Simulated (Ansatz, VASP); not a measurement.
# One calculation of Mo6CO, two programs

The input INCAR:

```
SYSTEM = Mo6CO
ALGO = Fast
DIPOL = 0.5 0.5 0.334
EDIFF = 1E-7
ENCUT = 520
GGA = PE
IDIPOL = 3
ISIF = 2
ISMEAR = 0
LASPH = .True.
LCHARG = .False.
LDIPOL = .True.
LREAL = .False.
LWAVE = .False.
NBANDS = 57
NELM = 100
PREC = Accurate
SIGMA = 0.1
```

Contents of KPOINTS:

```
k-points
0
Gamma
  6 6 1
  0 0 0
```

POSCAR

```
Mo6CO
1.0
    4.4695355114      0.0000000000      0.0000000000
   -2.2347677557      3.8707312960      0.0000000000
    0.0000000000      0.0000000000     22.2594351375
Mo C O
6 1 1
Direct
    0.6666666667      0.3333333333      0.1796990793
    0.3333333333      0.6666666667      0.2206857490
    0.0000000000      0.0000000000      0.2616724188
    0.6666666667      0.3333333333      0.2990140341
    0.3333333333      0.6666666667      0.3355214634
    0.0000000000      0.0000000000      0.3710532224
    0.1666666667      0.3333333333      0.4752786884
    0.2054487558      0.4108975116      0.5256157231
```

Input for Ansatz:

```yaml
crystal:
  lattice:
    - [4.4695355114, 0.0, 0.0]
    - [-2.2347677557, 3.870731296, 0.0]
    - [0.0, 0.0, 22.2594351375]
  atoms:
    - { symbol: Mo, position: [0.6666666667, 0.3333333333, 0.1796990793] }
    - { symbol: Mo, position: [0.3333333333, 0.6666666667, 0.220685749] }
    - { symbol: Mo, position: [0.0, 0.0, 0.2616724188] }
    - { symbol: Mo, position: [0.6666666667, 0.3333333333, 0.2990140341] }
    - { symbol: Mo, position: [0.3333333333, 0.6666666667, 0.3355214634] }
    - { symbol: Mo, position: [0.0, 0.0, 0.3710532224] }
    - { symbol: C, position: [0.1666666667, 0.3333333333, 0.4752786884] }
    - { symbol: O, position: [0.2054487558, 0.4108975116, 0.5256157231] }
basis:
  ecutwfc: 420
kpoints:
  mp_grid: { grid: [6, 6, 1] }
hamiltonian:
  xc: pbe
scf:
  occupations: { method: gaussian, width: 0.1 }
output:
  forces: true
  eigenvalues: true
efield:
  axis: 3
  dipole_correction: true
  ramp_width: 0.04
```

Alike in both runs: task single point; functional PBE; k mesh 6 × 6 × 1; occupations gaussian, width 0.1 eV; no spin polarisation.

|  | VASP | Ansatz |
| --- | --- | --- |
| version | VASP 6.6.1 | Ansatz 0.2.0 |
| potentials or method | VASP PAW PBE potentials, release 64 (Mo_sv, C, O) | scalar-relativistic, plane waves, PAW |
| plane-wave cutoff (eV) | 520 | 420 |
| valence electrons in the cell | 94 | 94 |

|  | VASP | Ansatz | Ansatz less VASP |
| --- | --- | --- | --- |
| gap on the k mesh at the Fermi level (eV) | none | none | - |
| rms of the force components (eV/Å) | 0.661 | 0.704 | +0.0431 |

Atom by atom the forces differ by 0.229 eV/Å (rms over components). A gap of «none» marks a metal or a gap that the smearing closes.

Caveats: the standard files for N, O and F lose accuracy on very short bonds.
